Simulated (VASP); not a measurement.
Output of a VASP run:

OSZICAR:
```
...
DAV:  22    -0.144617465671E+02   -0.28056E-03   -0.16403E-03   717   0.455E-01    0.423E-02
DAV:  23    -0.144616624826E+02    0.84084E-04   -0.51277E-03   544   0.804E-01    0.372E-02
DAV:  24    -0.144615540563E+02    0.10843E-03   -0.32149E-04   610   0.236E-01    0.209E-02
DAV:  25    -0.144615377747E+02    0.16282E-04   -0.44973E-04   713   0.223E-01    0.857E-03
DAV:  26    -0.144615570424E+02   -0.19268E-04   -0.82751E-05   677   0.112E-01    0.991E-03
DAV:  27    -0.144615617847E+02   -0.47423E-05   -0.97994E-06   655   0.258E-02    0.119E-02
DAV:  28    -0.144615540705E+02    0.77141E-05   -0.60263E-05   626   0.896E-02    0.549E-03
DAV:  29    -0.144615612637E+02   -0.71932E-05   -0.25064E-06   641   0.216E-02    0.724E-03
DAV:  30    -0.144615615966E+02   -0.33285E-06   -0.26948E-06   657   0.218E-02
   1 F= -.14461562E+02 E0= -.14461562E+02  d E =-.144616E+02
       N       E                     dE             d eps       ncg     rms          rms(c)
DAV:   1    -0.144820604689E+02   -0.20499E-01   -0.34434E-01   523   0.454E+00    0.865E-01
DAV:   2    -0.144676399566E+02    0.14421E-01   -0.48883E-02   729   0.195E+00    0.366E-01
DAV:   3    -0.144654287052E+02    0.22113E-02   -0.16391E-02   659   0.141E+00    0.167E-01
DAV:   4    -0.144638866624E+02    0.15420E-02   -0.65895E-03   688   0.117E+00    0.115E-01
DAV:   5    -0.144629769887E+02    0.90967E-03   -0.40208E-03   660   0.972E-01    0.117E-02
DAV:   6    -0.144658176156E+02   -0.28406E-02   -0.13216E-03   522   0.524E-01    0.122E-02
DAV:   7    -0.144658103159E+02    0.72997E-05   -0.64488E-05   720   0.918E-02    0.777E-03
DAV:   8    -0.144658180055E+02   -0.76896E-05   -0.13039E-04   716   0.159E-01    0.585E-03
DAV:   9    -0.144658304257E+02   -0.12420E-04   -0.65157E-05   700   0.111E-01    0.854E-04
DAV:  10    -0.144658439789E+02   -0.13553E-04   -0.27961E-06   639   0.192E-02    0.968E-04
DAV:  11    -0.144658376771E+02    0.63018E-05   -0.43913E-07   527   0.106E-02    0.254E-04
DAV:  12    -0.144658410748E+02   -0.33977E-05   -0.15106E-07   276   0.543E-03    0.314E-04
DAV:  13    -0.144658399875E+02    0.10872E-05   -0.92298E-08   285   0.389E-03    0.996E-05
DAV:  14    -0.144658397123E+02    0.27524E-06   -0.26108E-08   261   0.166E-03
   2 F= -.14465840E+02 E0= -.14465840E+02  d E =-.427812E-02
       N       E                     dE             d eps       ncg     rms          rms(c)
DAV:   1    -0.144731279492E+02   -0.72880E-02   -0.13181E-01   522   0.281E+00    0.530E-01
DAV:   2    -0.144676629596E+02    0.54650E-02   -0.20135E-02   729   0.122E+00    0.228E-01
DAV:   3    -0.144666836102E+02    0.97935E-03   -0.81547E-03   725   0.964E-01    0.952E-02
DAV:   4    -0.144663102052E+02    0.37341E-03   -0.42440E-03   705   0.850E-01    0.791E-02
DAV:   5    -0.144660049688E+02    0.30524E-03   -0.14980E-03   612   0.590E-01    0.150E-02
DAV:   6    -0.144667494517E+02   -0.74448E-03   -0.10168E-03   663   0.353E-01    0.117E-02
DAV:   7    -0.144667644449E+02   -0.14993E-04   -0.46944E-05   589   0.954E-02    0.789E-03
DAV:   8    -0.144667730290E+02   -0.85841E-05   -0.38909E-05   688   0.745E-02    0.616E-03
DAV:   9    -0.144667842760E+02   -0.11247E-04   -0.11058E-05   527   0.531E-02    0.219E-03
DAV:  10    -0.144667809036E+02    0.33725E-05   -0.27277E-06   642   0.208E-02    0.101E-03
DAV:  11    -0.144667789598E+02    0.19438E-05   -0.26617E-07   372   0.681E-03    0.666E-04
DAV:  12    -0.144667781887E+02    0.77115E-06   -0.18495E-07   393   0.431E-03
   3 F= -.14466778E+02 E0= -.14466778E+02  d E =-.521659E-02
```

File OUTCAR:
```
------------------------ aborting loop because EDIFF is reached ----------------------------------------
  FORCE on cell =-STRESS in cart. coord.  units (eV):
  Direction    XX          YY          ZZ          XY          YZ          ZX
  --------------------------------------------------------------------------------------
  Total       -0.0029406     -0.0029406     -0.0029406     -0.0000000      0.0000000     -0.0000000
  in kB       -0.1432508     -0.1432508     -0.1432508     -0.0000000      0.0000000     -0.0000000
  external PRESSURE =      -0.1432508 kB  Pullay stress =       0.0000000 kB
  volume of cell :       32.89
      direct lattice vectors                 reciprocal lattice vectors
     0.000000000  2.542967826  2.542967826    -0.196620655  0.196620655  0.196620655
     2.542967826  0.000000000  2.542967826     0.196620655 -0.196620655  0.196620655
     2.542967826  2.542967826  0.000000000     0.196620655  0.196620655 -0.196620655
  FREE ENERGIE OF THE ION-ELECTRON SYSTEM (eV)
  ---------------------------------------------------
  free  energy   TOTEN  =       -14.4667781887 eV

  energy  without entropy=      -14.4667781887  energy(sigma->0) =      -14.46677819

 reached required accuracy - stopping structural energy minimisation
```
(Selected blocks of OUTCAR.)

File POSCAR:
```
LiCl
1
    0.0000000000     2.5700000000     2.5700000000
    2.5700000000     0.0000000000     2.5700000000
    2.5700000000     2.5700000000     0.0000000000
Li Cl
1 1
Direct
  0.0000000000   0.0000000000   0.0000000000
  0.5000000000   0.5000000000   0.5000000000
```

**Question.** Reconstruct the remaining input files.

**Answer.** This is not unique; one that fits is the input of the run itself, SCAN meta-GGA, plane waves, VASP's PBE PAW potentials (set 64).

**KPOINTS**
```
K-points
0
Gamma
8 8 8
```

**INCAR**
```
# general
SYSTEM  = LiCl
PREC    = Accurate
ENCUT   = 520   # plane-wave cut-off (eV)
LREAL   = F   # projection in real space or not
LASPH   = T   # aspherical one-centre terms

# electronic loop
EDIFF   = 1E-6   # SCF stop (eV)
NELM    = 100   # most electronic steps
ALGO    = Normal
LMIXTAU = T

# smearing
ISMEAR  = 0   # Gaussian
SIGMA   = 0.05   # width (eV)

# functional
METAGGA = SCAN

# ions
IBRION  = 2
NSW     = 60   # most ionic steps
ISIF    = 3   # ions, shape and volume
EDIFFG  = -0.01   # ionic stop

# output
LWAVE   = F
LCHARG  = F
```

POTCAR, in this order: Li_sv Cl (PBE.64 set). Program: vasp_std.

Energy and stress use the plane-wave basis of the starting cell.

The compound is LiCl in the rock salt structure. This run relaxes it. Symmetry was kept, so distortions that lower it aren't found.
